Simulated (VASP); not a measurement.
# WAu (F-43m) in VASP: a series of runs

Aim: see how the results for WAu move with the level of theory and the settings. Levels: r2SCAN, LAK, r2SCAN+D3(BJ). Tasks: relaxation of cell and atoms.

Program: VASP 6.6.1. These are calculated values, not measurements. Logs are shortened: lines on timing, memory, paths and dates and some standing lists are left out, and cuts for length are marked.

### Step 1. The structure

The structure is cubic, space group F-43m (No. 216). The conventional cell has a = 5.818 Å, b = 5.818 Å, c = 5.818 Å, α = 90.00°, β = 90.00°, γ = 90.00°. Around W (site symmetry -43m) lie 4 Au at 2.52 Å. Au (site symmetry -43m) is surrounded by 4 W at 2.52 Å.

The cell was built by a generator and needn't be a form met in nature.

### Step 2. Relaxation of cell and atoms, r2SCAN

The input, INCAR:

```
PREC     = Accurate       # precision mode
ENCUT    = 600            # plane-wave cutoff, eV
EDIFF    = 1E-6           # SCF threshold, eV
ISMEAR   = 1              # smearing method
SIGMA    = 0.1            # smearing width, eV
LREAL    = F              # projectors in reciprocal space
LASPH    = T              # aspherical terms in the spheres
NELM     = 80             # most SCF steps
ALGO     = Normal         # electronic algorithm
ISIF     = 3              # what is computed and relaxed
LWAVE    = F              # write WAVECAR
LCHARG   = F              # write CHGCAR
METAGGA  = R2SCAN         # meta-GGA
LMIXTAU  = T            
IBRION   = 2              # ionic algorithm
NSW      = 60             # ionic steps
EDIFFG   = -0.005         # ionic threshold
```

The input, KPOINTS:

```
Automatic mesh
0
Gamma
  8 8 8
```

The input, POSCAR:

```
WAu
1.0
    0.0000000000      2.9092100000      2.9092100000
    2.9092100000      0.0000000000      2.9092100000
    2.9092100000      2.9092100000      0.0000000000
W Au
1 1
Direct
    0.0000000000      0.0000000000      0.0000000000
    0.7500000000      0.7500000000      0.7500000000
```

Potentials or basis: VASP PAW PBE potentials, release 64 (W_sv, Au).

Started as:

```bash
$ cat potpaw_PBE.64/W_sv/POTCAR potpaw_PBE.64/Au/POTCAR > POTCAR
$ mpirun -np 1 vasp_std > vasp.out
```

OUTCAR:

```text
PREC = Accurate
   ENCUT = 600
   EDIFF = 1E-6
   ISMEAR = 1
   LREAL = F
   LASPH = T
   NELM = 80
   ISIF = 3
   METAGGA = R2SCAN
   IBRION = 2
   NSW = 60
   EDIFFG = -0.005

 ion  position               nearest neighbor table
   1  0.000  0.000  0.000-   2 2.52   2 2.52   2 2.52   2 2.52
   2  0.750  0.750  0.750-   1 2.52   1 2.52   1 2.52   1 2.52

  LATTYP: Found a face centered cubic cell.
 ALAT       =     5.8184200000

  Lattice vectors:

 A1 = (   0.0000000000,   2.9092100000,   2.9092100000)
 A2 = (   2.9092100000,   0.0000000000,   2.9092100000)
 A3 = (   2.9092100000,   2.9092100000,   0.0000000000)

Analysis of symmetry for initial positions (statically):
=====================================================================
 Subroutine PRICEL returns:
 Original cell was already a primitive cell.

 Routine SETGRP: Setting up the symmetry group for a
 face centered cubic supercell.

 Subroutine GETGRP returns: Found 24 space group operations
 (whereof 24 operations were pure point group operations)
 out of a pool of 48 trial point group operations.

The static configuration has the point symmetry T_d .

Analysis of symmetry for dynamics (positions and initial velocities):
=====================================================================
 Subroutine PRICEL returns:
 Original cell was already a primitive cell.

 Routine SETGRP: Setting up the symmetry group for a
 face centered cubic supercell.

 Subroutine GETGRP returns: Found 24 space group operations
 (whereof 24 operations were pure point group operations)
 out of a pool of 48 trial point group operations.

The dynamic configuration has the point symmetry T_d .

 Subroutine INISYM returns: Found 24 space group operations
 (whereof 24 operations are pure point group operations),
 and found     1 'primitive' translations

----------------------------------------------------------------------------------------

                                     Primitive cell

  volume of cell :      49.2442

  direct lattice vectors                    reciprocal lattice vectors
     0.000000000  2.909210000  2.909210000    -0.171867964  0.171867964  0.171867964
     2.909210000  0.000000000  2.909210000     0.171867964 -0.171867964  0.171867964
     2.909210000  2.909210000  0.000000000     0.171867964  0.171867964 -0.171867964

  length of vectors
     4.114244238  4.114244238  4.114244238     0.297684046  0.297684046  0.297684046

[... 94 lines left out ...]
   EFERMI =   0.00;   METHOD = LEGACY
   ISMEAR =     1;   SIGMA  =   0.10  broadening in eV -4-tet -1-fermi 0-gaus
   EFERMI_NEDOS =   21; number of points for ismear=-14 and -15
   IALGO  =     38    algorithm
   IMIX   =      4    mixing-type and parameters
     AMIX     =   0.40;   BMIX     =  1.00
     AMIX_MAG =   1.60;   BMIX_MAG =  1.00
  volume/ion in A,a.u.               =      24.62       166.16
  Fermi-wavevector in a.u.,A,eV,Ry     =   1.305980  2.467944 23.205866  1.705583
  Thomas-Fermi vector in A             =   2.436812
   LORBIT       =      0    0 simple, 1 ext, 2 COOP (PROOUT), +10 PAW based schemes
   METAGGA = R2SCAN    functional components
   LHFCALC =     F    Hartree Fock is set to
   AEXX    =    0.0000 exact exchange contribution
   IVDW    =     0    specifies the selected vdW correction
   LEPSILON=     F    determine dielectric tensor
   LRPA    =     F    only Hartree local field effects (RPA)
 conjugate gradient relaxation of ions
 non-spin polarized calculation
 Methfessel and Paxton  Order N= 1 SIGMA  =   0.10
  energy-cutoff  :      600.00
  volume of cell :       49.24
 maximum number of plane-waves:      1676
 NGX is ok and might be reduce to    36
   NGX = 17   NGY = 17   NGZ = 17

--------------------------------------- Ionic step        1  -------------------------------------------

 number of electron      25.0000001 magnetization

 Free energy of the ion-electron system (eV)
  ---------------------------------------------------
  ext. energy  EPLUGINS =         0.00000000
  ---------------------------------------------------
  free energy    TOTEN  =       -97.89111794 eV

  energy without entropy =      -97.89036295  energy(sigma->0) =      -97.89086628

------------------------ aborting loop because EDIFF is reached ----------------------------------------

  FORCE on cell =-STRESS in cart. coord.  units (eV):
  Direction    XX          YY          ZZ          XY          YZ          ZX
  --------------------------------------------------------------------------------------
  -------------------------------------------------------------------------------------
  Total       -0.9001967     -0.9001967     -0.9001967      0.0000000      0.0000000      0.0000000
  in kB      -29.2882067    -29.2882067    -29.2882067      0.0000000      0.0000000      0.0000000
  external PRESSURE =     -29.2882067 kB  Pullay stress =       0.0000000 kB
[... 95 lines left out ...]
--------------------------------------- Ionic step        4  -------------------------------------------

 number of electron      25.0000001 magnetization

 Free energy of the ion-electron system (eV)
  ---------------------------------------------------
  ext. energy  EPLUGINS =         0.00000000
  ---------------------------------------------------
  free energy    TOTEN  =       -97.90113590 eV

  energy without entropy =      -97.90060804  energy(sigma->0) =      -97.90095995

 E-fermi :   5.7178     XC(G=0): -11.5479

 val. band max:        5.7111955835   @ k =  -0.3750   0.2500   0.1250
 cond. band min:       5.7682135938   @ k =   0.3750   0.2500   0.0000
 fundamental gap:      0.0570180103
 Fermi energy:         5.7177630511

 k-point     1 :       0.0000    0.0000    0.0000
  band No.  band energies     occupation
      1     -70.5265      2.00000
      2     -34.0807      2.00000
      3     -34.0807      2.00000
      4     -34.0807      2.00000
      5      -2.2357      2.00000
      6      -0.4082      2.00000
[... 433 lines left out ...]
      3     -34.0836      2.00000
      4     -34.0796      2.00000
      5      -0.8112      2.00000
      6      -0.6366      2.00000
[... 8 lines left out ...]
     15       7.6335     -0.00000
     16       7.7808      0.00000

 [... further k-points ...]

------------------------ aborting loop because EDIFF is reached ----------------------------------------

  FORCE on cell =-STRESS in cart. coord.  units (eV):
  Direction    XX          YY          ZZ          XY          YZ          ZX
  --------------------------------------------------------------------------------------
  -------------------------------------------------------------------------------------
  Total        0.0022726      0.0022726      0.0022726      0.0000000      0.0000000     -0.0000000
  in kB        0.0755884      0.0755884      0.0755884      0.0000000      0.0000000     -0.0000000
  external PRESSURE =       0.0755884 kB  Pullay stress =       0.0000000 kB
[... 17 lines left out ...]
  FREE ENERGIE OF THE ION-ELECTRON SYSTEM (eV)
  ---------------------------------------------------
  free  energy   TOTEN  =       -97.9011359027 eV

  energy  without entropy=      -97.9006080396  energy(sigma->0) =      -97.90095995

 reached required accuracy - stopping structural energy minimisation
```

Run time: 3.5 min. Hardware: 1 thread of Intel Xeon Platinum 8559C (Emerald Rapids), shared host; peak memory 0.24 GiB.

What came out:

| Property | Result |
| --- | --- |
| Free energy | -97.9011 eV |
| Relaxed volume | 24.08 Å³/atom |
| Relaxed cell | a = 4.084 Å, b = 4.084 Å, c = 4.084 Å, α = 60.00°, β = 60.00°, γ = 60.00° |
| Space group after relaxing (to 0.05 Å) | F-43m (No. 216) |
| Energy gained by relaxing | 5.0 meV/atom |
| Ionic steps | 4 |
| Pressure after relaxing | 0.0 GPa |
| Band gap on the k mesh | none (metal or under the smearing width) |

Step by step:
```tsv
step	energy change (eV)	largest force (eV/Å)	pressure (GPa)	volume (Å³)
1	0.0000	0.0000	-2.93	49.24
2	0.0326	0.0000	6.89	46.11
3	-0.0100	0.0000	-0.04	48.19
4	-0.0100	0.0000	0.01	48.17
```

Final structure:
```
W Au
1.0
     0.00000    2.88790    2.88790
     2.88790    0.00000    2.88790
     2.88790    2.88790    0.00000
W Au
1 1
Direct
  0.00000 0.00000 0.00000
  0.75000 0.75000 0.75000
```

Caveat: the PAW data sets were made with another functional, which shifts forces and pressure a little.

### Step 3. Relaxation of cell and atoms, LAK

The input, INCAR:

```
SYSTEM = WAu
  PREC = Accurate
  ENCUT = 600
  EDIFF = 1E-7
  ISMEAR = 1
  SIGMA = 0.1
  LREAL = .False.
  LASPH = .True.
  NELM = 100
  ALGO = Normal
  ISIF = 3
  LWAVE = .False.
  LCHARG = .False.
  METAGGA = LAK
  LMIXTAU = .True.
  IBRION = 2
  NSW = 40
  EDIFFG = -0.02
```

The input, KPOINTS:

```
Automatic mesh
0
Gamma
  8 8 8
  0 0 0
```

POSCAR is that of step 2.

Potentials or basis: VASP PAW PBE potentials, release 64 (W_sv, Au).

Started as:

```bash
$ cat potpaw_PBE.64/W_sv/POTCAR potpaw_PBE.64/Au/POTCAR > POTCAR
$ mpirun -np 1 vasp_std > vasp.out
```

Wall time 7.5 min (1 thread of Intel Xeon Platinum 8559C (Emerald Rapids), shared host); peak memory 0.23 GiB.

The run converged. Its results:

- Free energy: 106.3980 eV
- Relaxed volume: 25.25 Å³/atom
- Relaxed cell: a = 4.149 Å, b = 4.149 Å, c = 4.149 Å, α = 60.00°, β = 60.00°, γ = 60.00°
- Space group after relaxing (to 0.05 Å): F-43m (No. 216)
- Energy gained by relaxing: 5.9 meV/atom
- Ionic steps: 3
- Pressure after relaxing: 0.0 GPa
- Band gap on the k mesh: none (metal or under the smearing width)

The path:
```tsv
step	energy change (eV)	largest force (eV/Å)	pressure (GPa)	volume (Å³)
1	0.0000	0.0000	3.12	49.24
2	0.0222	0.0000	-4.62	52.74
3	-0.0118	0.0000	-0.04	50.50
```

Final structure:
```xyz
2
Lattice="0.0000 2.9338 2.9338 2.9338 0.0000 2.9338 2.9338 2.9338 0.0000" Properties=species:S:1:pos:R:3 pbc="T T T"
W     0.0000    0.0000    0.0000
Au    4.4007    4.4007    4.4007
```

Levels at points of the mesh, in eV from the Fermi level:
| k point | band 10 | band 11 | band 12 | band 13 | band 14 | band 15 | band 16 |
| --- | --- | --- | --- | --- | --- | --- | --- |
| (0.00, 0.00, 0.00) | -5.94 | -0.85 | -0.85 | -0.85 | 1.67 | 1.67 | 9.07 |
| (0.50, 0.00, 0.00) | -5.40 | -1.72 | -0.29 | -0.29 | 1.42 | 1.42 | 2.07 |
| (0.50, 0.50, 0.00) | -4.56 | -2.71 | 0.54 | 1.36 | 1.36 | 1.53 | 2.88 |

Caveat: the PAW data sets were made with another functional, which shifts forces and pressure a little. The run has no spin-orbit coupling, so splittings on Au, W are missing.

### Step 4. Relaxation of cell and atoms, r2SCAN+D3(BJ)

The input, INCAR:

```
ALGO = Normal
EDIFF = 1E-7
EDIFFG = -0.02
ENCUT = 600
IBRION = 2
ISIF = 3
ISMEAR = 1
IVDW = 12
LASPH = T
LCHARG = F
LMIXTAU = T
LREAL = F
LWAVE = F
METAGGA = R2SCAN
NELM = 60
NSW = 40
PREC = Accurate
SIGMA = 0.1
VDW_A1 = 0.49484001
VDW_A2 = 5.73083694
VDW_S6 = 1.0
VDW_S8 = 0.78981345
```

The input, KPOINTS:

```
k-points
0
Gamma
  8 8 8
```

POSCAR is that of step 3.

Potentials or basis: VASP PAW PBE potentials, release 64 (W_sv, Au).

Started as:

```bash
$ cat potpaw_PBE.64/W_sv/POTCAR potpaw_PBE.64/Au/POTCAR > POTCAR
$ mpirun -np 1 vasp_std > vasp.out
```

OUTCAR:

```text
EDIFF = 1E-7
   EDIFFG = -0.02
   ENCUT = 600
   IBRION = 2
   ISIF = 3
   ISMEAR = 1
   IVDW = 12
   LASPH = T
   LREAL = F
   METAGGA = R2SCAN
   NELM = 60
   NSW = 40
   PREC = Accurate
 IVDW          = 12

 ion  position               nearest neighbor table
   1  0.000  0.000  0.000-   2 2.52   2 2.52   2 2.52   2 2.52
   2  0.750  0.750  0.750-   1 2.52   1 2.52   1 2.52   1 2.52

  LATTYP: Found a face centered cubic cell.
 ALAT       =     5.8184200000

  Lattice vectors:

 A1 = (   0.0000000000,   2.9092100000,   2.9092100000)
 A2 = (   2.9092100000,   0.0000000000,   2.9092100000)
 A3 = (   2.9092100000,   2.9092100000,   0.0000000000)

Analysis of symmetry for initial positions (statically):
=====================================================================
 Subroutine PRICEL returns:
 Original cell was already a primitive cell.

 Routine SETGRP: Setting up the symmetry group for a
 face centered cubic supercell.
[... 249 lines left out ...]

 number of electron      25.0000001 magnetization

 Free energy of the ion-electron system (eV)
  ---------------------------------------------------
  ext. energy  EPLUGINS =         0.00000000
  ---------------------------------------------------
  free energy    TOTEN  =       -97.89844309 eV

  energy without entropy =      -97.89802170  energy(sigma->0) =      -97.89830263

 E-fermi :   5.8398     XC(G=0): -11.6110

 val. band max:        5.8332751367   @ k =  -0.3750   0.2500   0.1250
 cond. band min:       5.8922741952   @ k =   0.3750   0.2500   0.0000
 fundamental gap:      0.0589990585
 Fermi energy:         5.8397660359

 k-point     1 :       0.0000    0.0000    0.0000
  band No.  band energies     occupation
      1     -70.3843      2.00000
      2     -33.9453      2.00000
      3     -33.9453      2.00000
      4     -33.9453      2.00000
      5      -2.1771      2.00000
      6      -0.3468      2.00000
[... 433 lines left out ...]
      3     -33.9482      2.00000
      4     -33.9440      2.00000
      5      -0.7524      2.00000
      6      -0.5763      2.00000
[... 8 lines left out ...]
     15       7.7860     -0.00000
     16       7.9424      0.00000

 [... further k-points ...]

------------------------ aborting loop because EDIFF is reached ----------------------------------------

 Edisp (eV)   -0.51565

 E8    (eV) :    -0.2002
[... 25 lines left out ...]
  FREE ENERGIE OF THE ION-ELECTRON SYSTEM (eV)
  ---------------------------------------------------
  free  energy   TOTEN  =       -98.4140945933 eV

  energy  without entropy=      -98.4136731999  energy(sigma->0) =      -98.41395413

 reached required accuracy - stopping structural energy minimisation
```

OSZICAR:

```text
N       E                     dE             d eps       ncg     rms          rms(c)
DAV:   1     0.106604932214E+03    0.10660E+03   -0.14353E+04   928   0.176E+03
DAV:   2    -0.101956020717E+03   -0.20856E+03   -0.20647E+03  1144   0.425E+02
DAV:   3    -0.107108391747E+03   -0.51524E+01   -0.49874E+01  1136   0.628E+01
DAV:   4    -0.107175996556E+03   -0.67605E-01   -0.67549E-01  1088   0.772E+00
[... 40 lines left out ...]
DAV:  10    -0.978984382314E+02   -0.52430E-05   -0.15036E-05  1056   0.339E-02    0.227E-03
DAV:  11    -0.978984422864E+02   -0.40550E-05   -0.58451E-06   976   0.236E-02    0.304E-03
DAV:  12    -0.978984429795E+02   -0.69307E-06   -0.17869E-06   968   0.137E-02    0.765E-04
DAV:  13    -0.978984431237E+02   -0.14421E-06   -0.10732E-07   832   0.321E-03    0.633E-04
DAV:  14    -0.978984430903E+02    0.33333E-07   -0.41443E-08   504   0.180E-03
   3 F= -.98414095E+02 E0= -.98413954E+02  d E =-.241845E-01
```

Run time: 4.2 min. Hardware: 1 thread of Intel Xeon Platinum 8559C (Emerald Rapids), shared host; peak memory 0.24 GiB.

What came out:

```
Free energy                            : -98.4141 eV
Relaxed volume                         : 23.82 Å³/atom
Relaxed cell                           : a = 4.069 Å, b = 4.069 Å, c = 4.069 Å, α = 60.00°, β = 60.00°, γ = 60.00°
Space group after relaxing (to 0.05 Å) : F-43m (No. 216)
Energy gained by relaxing              : 12.1 meV/atom
Ionic steps                            : 3
Pressure after relaxing                : -0.1 GPa
Band gap on the k mesh                 : none (metal or under the smearing width)
Dispersion energy per atom             : -0.258 eV
```

Step by step:
| step | energy change (eV) | largest force (eV/Å) | pressure (GPa) | volume (Å³) |
| --- | --- | --- | --- | --- |
| 1 | 0.0000 | 0.0000 | -4.55 | 49.24 |
| 2 | 0.0863 | 0.0000 | 11.93 | 44.43 |
| 3 | -0.0242 | 0.0000 | -0.10 | 47.64 |

Final structure:
```
W Au
1.0
     0.00000    2.87722    2.87722
     2.87722    0.00000    2.87722
     2.87722    2.87722    0.00000
W Au
1 1
Cartesian
  0.0000 0.0000 0.0000
  4.3158 4.3158 4.3158
```

Caveat: the PAW data sets were made with another functional, which shifts forces and pressure a little; pairwise dispersion overbinds metals, which lowers pressure and volume. The run has no spin-orbit coupling, so splittings on Au, W are missing.

### Step 5. For comparison

An earlier run on the cell as given: functional PBE; potentials or basis VASP PAW PBE potentials, release 64 (W_sv, Au); cutoff 520 eV; k mesh 8 × 8 × 8; occupations fermi-dirac, width 0.05 eV; no spin polarisation.

* Pressure: 0.0 GPa
* Band gap on the k mesh: none (metal or under the smearing width)

### Step 6. Overview

```tsv
task	level	cell	cutoff (eV)	smearing	gap on the mesh (eV)	pressure (GPa)	relaxed volume (Å³/atom)
relaxation of cell and atoms	r2SCAN	relaxed	600	methfessel-paxton 0.1 eV	none	0.0	24.08
relaxation of cell and atoms	LAK	relaxed	600	methfessel-paxton 0.1 eV	none	0.0	25.25
relaxation of cell and atoms	r2SCAN+D3(BJ)	relaxed	600	methfessel-paxton 0.1 eV	none	-0.1	23.82
single point	PBE	as given	520	fermi-dirac 0.05 eV	none	0.0	-
```

Alike in all rows: potentials or basis VASP PAW PBE potentials, release 64 (W_sv, Au); no spin polarisation; k mesh 8 × 8 × 8.

Caveats: the PAW data sets were made with another functional, which shifts forces and pressure a little (some runs); pairwise dispersion overbinds metals, which lowers pressure and volume (some runs).

Total energies depend on the potentials used, so only differences within one code and one set of settings carry meaning.
